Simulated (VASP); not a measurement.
Here is a VASP 6.6.1 calculation.

INCAR

```
ALGO     = Normal         # electronic algorithm
EDIFF    = 1E-6           # SCF threshold, eV
ENCUT    = 520            # plane-wave cutoff, eV
ISIF     = 2              # what is computed and relaxed
ISMEAR   = 0              # smearing method
KPAR     = 4            
LASPH    = True           # aspherical terms in the spheres
LCHARG   = False          # write CHGCAR
LMIXTAU  = True         
LREAL    = False          # projectors in reciprocal space
LWAVE    = False          # write WAVECAR
METAGGA  = R2SCAN         # meta-GGA
NBANDS   = 26             # bands
NELM     = 150            # most SCF steps
PREC     = Accurate       # precision mode
SIGMA    = 0.03           # smearing width, eV
```

Contents of KPOINTS:

```
k-points
0
Gamma
  8 8 8
```

Contents of POSCAR:

```
AlB3P4                                  
1.0
   -2.4036437864      2.4036437864      4.7780564358
    2.4036437864     -2.4036437864      4.7780564358
    2.4036437864      2.4036437864     -4.7780564358
  Al              B               P             
     1     3     4
Direct
     0.0000000000000000    0.0000000000000000    0.0000000000000000
     0.5000000000000000    0.5000000000000000    0.0000000000000000
     0.7500000000000000    0.2500000000000000    0.5000000000000000
     0.2500000000000000    0.7500000000000000    0.5000000000000000
     0.1426523062750036    0.5882021799348180    0.0000000000000000
     0.5882021799348180    0.1426523062750036    0.0000000000000000
     0.8573476937249964    0.8573476937249964    0.4455498836598082
     0.4117978200651820    0.4117978200651820    0.5544501163401918
```

Potentials or basis: VASP PAW PBE potentials, release 64 (Al, B, P).

The run is started by

```console
$ cat potpaw_PBE.64/Al/POTCAR potpaw_PBE.64/B/POTCAR potpaw_PBE.64/P/POTCAR > POTCAR
$ mpirun -np 4 vasp_std > vasp.out
```

What does it give for the band gap on the k mesh?

1.15 eV, indirect (least direct gap 1.17 eV).

Predict the largest force.

0.179 eV/Å.

Predict the pressure.

-1.4 GPa.

Forces on the atoms (eV/Å):
```
Al   0.000  0.000  0.000
B    0.000  0.000  0.000
B    0.000  0.000  0.000
B    0.000  0.000  0.000
P    0.091 -0.091  0.125
P   -0.091  0.091  0.125
P    0.091  0.091 -0.125
P   -0.091 -0.091 -0.125
```

Caveat: the PAW data sets were made with another functional, which shifts forces and pressure a little. A k mesh can miss the band edges.
